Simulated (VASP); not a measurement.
All values below come from PBEsol GGA, VASP's PBE PAW potentials (set 64) (plane waves; VASP).

A VASP calculation is set up with these files.

### POSCAR
```
PtSe2
1
    1.8838800209    -3.2629761628     0.0000000000
    1.8838800209     3.2629761628    -0.0000000000
   -0.0000000000     0.0000000000     4.8793026452
Pt Se
1 2
Direct
  1.0000000000   0.0000000000   0.0000000000
  0.3333330000   0.6666670000   0.2571356643
  0.6666670000   0.3333330000   0.7428643357
```

INCAR:
```
SYSTEM  =  PtSe2
PREC  =  Accurate; ENCUT  =  400; LREAL  =  .FALSE.
LASPH  =  .TRUE.
EDIFF  =  1E-6; NELM  =  100; ALGO  =  Normal
LMAXMIX  =  6
ISMEAR  =  1; SIGMA  =  0.1
GGA  =  PS
IBRION  =  2; NSW  =  60; ISIF  =  3
EDIFFG  =  -0.02
LWAVE  =  .FALSE.; LCHARG  =  .FALSE.
```

KPOINTS:
```
kpoints
0
Gamma
9 9 6
```

POTCAR, in this order: Pt Se (PBE.64 set). Program: vasp_std.

The resulting files:

File OUTCAR:
```
 ion  position               nearest neighbor table
   1  0.000  0.000  0.000-   2 2.51   3 2.51   3 2.51   2 2.51   3 2.51   2 2.51
   2  0.333  0.667  0.257-   1 2.51   1 2.51   1 2.51
   3  0.667  0.333  0.743-   1 2.51   1 2.51   1 2.51
  LATTYP: Found a hexagonal cell.
 ALAT       =     3.7677602594
 C/A-ratio  =     1.2950140957
 Subroutine PRICEL returns:
 Original cell was already a primitive cell.
 Subroutine GETGRP returns: Found 12 space group operations
The static configuration has the point symmetry D_3d.
The dynamic configuration has the point symmetry D_3d.
 Subroutine INISYM returns: Found 12 space group operations
 Subroutine IBZKPT returns following result:
 Found     62 irreducible k-points:

 Following reciprocal coordinates:
            Coordinates               Weight
  0.000000  0.000000  0.000000      1.000000
  0.111111 -0.000000  0.000000      6.000000
  0.222222 -0.000000  0.000000      6.000000
  0.333333  0.000000  0.000000      6.000000
  0.444444 -0.000000  0.000000      6.000000
  0.111111  0.111111  0.000000      6.000000
  0.222222  0.111111  0.000000     12.000000
...
```

File OSZICAR:
```
       N       E                     dE             d eps       ncg     rms          rms(c)
DAV:   1     0.945319741390E+02    0.94532E+02   -0.87769E+03  1932   0.103E+03
DAV:   2    -0.129914253686E+02   -0.10752E+03   -0.10510E+03  2420   0.213E+02
DAV:   3    -0.167181349262E+02   -0.37267E+01   -0.37110E+01  2182   0.430E+01
DAV:   4    -0.167439889078E+02   -0.25854E-01   -0.25850E-01  2364   0.386E+00
DAV:   5    -0.167442810466E+02   -0.29214E-03   -0.29214E-03  2266   0.386E-01    0.131E+01
DAV:   6    -0.161465284214E+02    0.59775E+00   -0.54210E+00  1888   0.226E+01    0.784E+00
DAV:   7    -0.159306111421E+02    0.21592E+00   -0.10036E+00  1895   0.108E+01    0.381E+00
DAV:   8    -0.159053736487E+02    0.25237E-01   -0.74280E-02  1986   0.198E+00    0.880E-01
DAV:   9    -0.159014873663E+02    0.38863E-02   -0.10162E-02  2126   0.105E+00    0.204E-01
DAV:  10    -0.159015394312E+02   -0.52065E-04   -0.12775E-03  2049   0.270E-01    0.393E-02
DAV:  11    -0.159015368429E+02    0.25882E-05   -0.63059E-05  2287   0.815E-02    0.191E-02
DAV:  12    -0.159015361593E+02    0.68362E-06   -0.81140E-06  2007   0.257E-02
   1 F= -.15901536E+02 E0= -.15901481E+02  d E =-.159015E+02
       N       E                     dE             d eps       ncg     rms          rms(c)
DAV:   1    -0.159056223614E+02   -0.40855E-02   -0.12455E-01  1874   0.269E+00    0.357E-01
DAV:   2    -0.159035632659E+02    0.20591E-02   -0.19867E-02  2056   0.140E+00    0.263E-01
DAV:   3    -0.159028748205E+02    0.68845E-03   -0.22110E-03  2028   0.505E-01    0.109E-01
DAV:   4    -0.159027493095E+02    0.12551E-03   -0.59336E-04  1993   0.148E-01    0.348E-02
DAV:   5    -0.159027425616E+02    0.67479E-05   -0.34167E-05  2231   0.587E-02    0.222E-02
DAV:   6    -0.159027418211E+02    0.74050E-06   -0.56624E-06  1972   0.195E-02
   2 F= -.15902742E+02 E0= -.15902708E+02  d E =-.120566E-02
       N       E                     dE             d eps       ncg     rms          rms(c)
DAV:   1    -0.159027578015E+02   -0.15240E-04   -0.46920E-04  1881   0.165E-01    0.219E-02
DAV:   2    -0.159027501857E+02    0.76158E-05   -0.73639E-05  2049   0.848E-02    0.158E-02
DAV:   3    -0.159027477896E+02    0.23961E-05   -0.80638E-06  2028   0.306E-02    0.649E-03
DAV:   4    -0.159027475235E+02    0.26613E-06   -0.20118E-06  1028   0.897E-03
   3 F= -.15902748E+02 E0= -.15902712E+02  d E =-.121136E-02
       N       E                     dE             d eps       ncg     rms          rms(c)
DAV:   1    -0.159058572365E+02   -0.31094E-02   -0.86691E-02  1874   0.238E+00    0.299E-01
DAV:   2    -0.159040915800E+02    0.17657E-02   -0.82920E-03  2070   0.936E-01    0.151E-01
DAV:   3    -0.159037148440E+02    0.37674E-03   -0.94364E-04  2007   0.302E-01    0.627E-02
DAV:   4    -0.159036209490E+02    0.93895E-04   -0.47932E-04  2063   0.152E-01    0.310E-02
DAV:   5    -0.159036229579E+02   -0.20088E-05   -0.12600E-05  2077   0.295E-02    0.172E-02
DAV:   6    -0.159036238015E+02   -0.84363E-06   -0.49329E-06  2119   0.180E-02
   4 F= -.15903624E+02 E0= -.15903613E+02  d E =-.876278E-03
       N       E                     dE             d eps       ncg     rms          rms(c)
DAV:   1    -0.159042666078E+02   -0.64365E-03   -0.21495E-02  1874   0.119E+00    0.149E-01
DAV:   2    -0.159038286086E+02    0.43800E-03   -0.20605E-03  2098   0.468E-01    0.750E-02
DAV:   3    -0.159037358626E+02    0.92746E-04   -0.23310E-04  1993   0.150E-01    0.313E-02
DAV:   4    -0.159037132151E+02    0.22648E-04   -0.11932E-04  2070   0.754E-02    0.155E-02
DAV:   5    -0.159037138543E+02   -0.63917E-06   -0.31182E-06  1915   0.148E-02
   5 F= -.15903714E+02 E0= -.15903717E+02  d E =-.966331E-03
       N       E                     dE             d eps       ncg     rms          rms(c)
DAV:   1    -0.159037237114E+02   -0.10496E-04   -0.30939E-04  1860   0.140E-01    0.181E-02
DAV:   2    -0.159037174916E+02    0.62197E-05   -0.28236E-05  2098   0.547E-02    0.917E-03
DAV:   3    -0.159037160380E+02    0.14536E-05   -0.31391E-06  1496   0.177E-02    0.387E-03
DAV:   4    -0.159037155789E+02    0.45911E-06   -0.18231E-06   951   0.942E-03
   6 F= -.15903716E+02 E0= -.15903717E+02  d E =-.968055E-03
       N       E                     dE             d eps       ncg     rms          rms(c)
DAV:   1    -0.159038723157E+02   -0.15628E-03   -0.38789E-03  1874   0.472E-01    0.588E-02
DAV:   2    -0.159037973710E+02    0.74945E-04   -0.46231E-04  1958   0.225E-01    0.342E-02
DAV:   3    -0.159037790915E+02    0.18280E-04   -0.42199E-05  2140   0.718E-02    0.120E-02
DAV:   4    -0.159037752744E+02    0.38171E-05   -0.25637E-05  1993   0.307E-02    0.481E-03
DAV:   5    -0.159037751963E+02    0.78090E-07   -0.11814E-06  1214   0.908E-03
   7 F= -.15903775E+02 E0= -.15903774E+02  d E =-.596174E-04
```

File OUTCAR:
```
------------------------ aborting loop because EDIFF is reached ----------------------------------------
  FORCE on cell =-STRESS in cart. coord.  units (eV):
  Direction    XX          YY          ZZ          XY          YZ          ZX
  --------------------------------------------------------------------------------------
  Total        0.0198253      0.0198253     -0.0554530      0.0000000      0.0000000      0.0000000
  in kB        0.5311064      0.5311065     -1.4855457      0.0000000      0.0000000      0.0000000
  external PRESSURE =      -0.1411109 kB  Pullay stress =       0.0000000 kB
  volume of cell :       59.81
      direct lattice vectors                 reciprocal lattice vectors
     1.878004410 -3.252799304  0.000000000     0.266240056 -0.153713756  0.000000000
     1.878004410  3.252799304 -0.000000000     0.266240056  0.153713756 -0.000000000
     0.000000000  0.000000000  4.895142590     0.000000000  0.000000000  0.204284141
 POSITION                                       TOTAL-FORCE (eV/Angst)
 -----------------------------------------------------------------------------------
      0.00000     -0.00000      0.00000        -0.000000      0.000000      0.000000
      1.87800      1.08427      1.27192        -0.000000      0.000000      0.013701
      1.87800     -1.08427      3.62322         0.000000     -0.000000     -0.013701
 -----------------------------------------------------------------------------------
    total drift:                                0.000000      0.000000      0.000000
  FREE ENERGIE OF THE ION-ELECTRON SYSTEM (eV)
  ---------------------------------------------------
  free  energy   TOTEN  =       -15.9037751963 eV

  energy  without entropy=      -15.9037716892  energy(sigma->0) =      -15.90377403

 reached required accuracy - stopping structural energy minimisation
```
(Selected blocks of OUTCAR.)

### CONTCAR
```
PtSe2
   1.00000000000000
     1.8780044098131978   -3.2527993035203933    0.0000000000000000
     1.8780044098131978    3.2527993035203933   -0.0000000000000000
     0.0000000000000000    0.0000000000000000    4.8951425895062401
  Pt              Se
     1     2
Direct
     0.0000000000000000    0.0000000000000000    0.0000000000000000
     0.3333330000000032    0.6666669999999968    0.2598331557701491
     0.6666669999999968    0.3333330000000032    0.7401668442298509
```

Without a dispersion term in the relaxation, distances and binding between the weakly bound layers, chains or molecules are unreliable, and so is what depends on them.

The compound is PtSe2 in the 1T layered structure. This run relaxes it. Symmetry was kept, so distortions that lower it aren't found. The start is the result of an earlier pass.
